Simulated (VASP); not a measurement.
Energy against volume of PdIn (CsCl type). These are rev-vdW-DF2, VASP's PBE PAW potentials (set 64) (plane waves; VASP) values and carry that method's errors. Numerical set-up: 520 eV cut-off, 11×11×11 Γ-centred mesh, first-order Methfessel-Paxton smearing of 0.10 eV, potentials In_d Pd.

```csv
V (Å³/atom),E (eV/atom)
16.621,-1.69656
17.152,-1.71623
17.682,-1.72146
18.213,-1.71487
```

Q: Fit these four points and predict the energy of the run at 18.743 Å³/atom.

A: A cubic in V^(−2/3), the third-order Birch-Murnaghan form, passes through the four points with V0 = 17.63 Å³/atom and B0 = 120 GPa, and gives -1.6986 eV/atom there. The run gave -1.6982 eV/atom, +0.4 meV/atom from the fit; all five points give B0 = 122 GPa.

The compound is PdIn in the CsCl type structure. It was relaxed first.
